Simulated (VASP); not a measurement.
An input for Ansatz (written as the equivalent of a VASP run, and not itself run):

Ansatz 0.2 input:
```yaml
crystal:
  lattice:
    - [-2.2451475, 2.2451475, 5.5682320]
    - [2.2451475, -2.2451475, 5.5682320]
    - [2.2451475, 2.2451475, -5.5682320]
  atoms:
    - { symbol: Ba, position: [0.0000000, 0.0000000, 0.0000000] }
    - { symbol: Al, position: [0.7500000, 0.2500000, 0.5000000] }
    - { symbol: Al, position: [0.2500000, 0.7500000, 0.5000000] }
    - { symbol: Al, position: [0.3814738, 0.3814738, 0.0000000] }
    - { symbol: Al, position: [0.6185262, 0.6185262, 0.0000000] }
kpoints:
  mp_grid: { grid: [9, 9, 9] }
hamiltonian:
  xc: lda
  pseudopotentials: { kind: paw }
scf:
  occupations: { method: methfessel_paxton, width: 0.1 }
  max_iter: 100
relax:
  max_steps: 30
  f_tol: 0.001
output: { forces: true, stress: true, eigenvalues: true }
```

**Question.** Write the VASP files for the same calculation (LDA).

**Answer.** Several could match; the one computed here: 
**INCAR**
```
SYSTEM = BaAl4
PREC = Accurate
ENCUT = 400
EDIFF = 1E-8
NELM = 100
ALGO = Normal
LREAL = .FALSE.
LASPH = .TRUE.
ISMEAR = 1
SIGMA = 0.1
LMAXMIX = 4
LWAVE = .FALSE.
LCHARG = .FALSE.
IBRION = 1
ISIF = 2
NSW = 30
EDIFFG = -0.001
```

File KPOINTS:
```
Automatic
0
G
  9 9 9
0 0 0
```

### POSCAR
```
BaAl4
1.0
 -2.2451475184   2.2451475184   5.5682319961
  2.2451475184  -2.2451475184   5.5682319961
  2.2451475184   2.2451475184  -5.5682319961
Ba Al
1 4
Cartesian
  0.0000000000   0.0000000000   0.0000000000
 -0.0000000000   2.2451475184   2.7841159980
  2.2451475184   0.0000000000   2.7841159980
 -0.0000000000   0.0000000000   4.2482688512
  0.0000000000  -0.0000000000   6.8881951410
```

POTCAR, in this order: Ba_sv Al (LDA.64 set). Program: vasp_std.

Limits of the translation: each code has its own PAW files, so the cut-off isn't converted (ENCUT is set for VASP's; basis.ecutwfc is left out, and Ansatz then takes the one that its files recommend); Ansatz stops its SCF on the density residual and VASP on the energy change (EDIFF); Ansatz's lda is the Perdew-Wang form, while the LDA potentials of VASP carry Perdew-Zunger's.

The compound is BaAl4 in the sg139 structure. This run relaxes the ions in a fixed cell. Symmetry was kept, so distortions that lower it aren't found. The start is the result of an earlier pass.
